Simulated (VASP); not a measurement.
A cell of Zr (hcp) near equilibrium:

```
Zr
1.0
    1.61445    -2.79630     0.00000
    1.61445     2.79630     0.00000
    0.00000     0.00000     5.17331
Zr
2
Direct
  0.33333   0.66667   0.25000
  0.66667   0.33333   0.75000
```

All values below come from PBE GGA, VASP's PBE PAW potentials (set 64) (plane waves; VASP).

```csv
run,ΔE (meV/atom),σxx,σyy,σzz,"largest shear component, with its sign (GPa)",largest force (eV/Å)
as it is,0.0,0.37,0.37,-0.01,0.00,0.000
after one change,11.6,-3.52,-3.52,-3.98,0.00,0.000
```
Stress is in GPa, positive when the cell is compressed.

Q: Which change was made?
A. atom 1 (Zr) moved by -0.050 Å along z
B. isotropic strain of +1.5 %
C. atom 2 (Zr) moved by 0.075 Å along x
D. uniaxial strain of -3.0 % along x

A: B, isotropic strain of +1.5 %

The compound is Zr in the hcp structure.
